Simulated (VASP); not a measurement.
Consider the following.

```xyz
2
Lattice="0.0000 2.2527 2.2527 2.2527 0.0000 2.2527 2.2527 2.2527 0.0000" Properties=species:S:1:pos:R:3 pbc="T T T"
Ga     0.0000     0.0000     0.0000
N      1.1264     1.1264     1.1264
```

These are r2SCAN meta-GGA, VASP's PBE PAW potentials (set 64) (plane waves; VASP 6.6.1) values and carry that method's errors. Run with 600 eV cut-off, 10×10×10 Γ-centred mesh, Gaussian smearing of 0.050 eV, potentials Ga_d N.

Stress in GPa, positive for a compressed cell; the cube axes lie along x, y and z, and the ions stay on their sites.

```
strain                                      σxx    σyy    σzz
----------------------------------------  -----  -----  -----
none                                       0.18   0.18   0.18
εyy = +1.0 %                              -1.30  -2.66  -1.30
εxx = -1.5 %, εyy = -1.5 %                 7.12   7.12   5.13
εxx = -2.0 %, εyy = -2.0 %, εzz = -2.0 %  13.61  13.61  13.61
```

Question: Fit C11 and C12 to these rows, and predict the stress for εxx = +3.0 %, εyy = +3.0 %, εzz = +3.0 %.

Answer: Least squares on Δσ_i = −C11 ε_i − C12 (ε_j + ε_k) over all components shown gives C11 = 309 GPa and C12 = 176 GPa, and so σxx, σyy, σzz = -19.65, -19.65, -19.65 GPa. The run gave -14.30, -14.30, -14.30 GPa; the difference holds the non-linear terms and numerical noise.

Left out are shears, moved atoms, failed runs and, from the fit, strains over 2.5 %.

The compound is GaN in the zinc blende structure, a metastable form; wurtzite is the usual one.
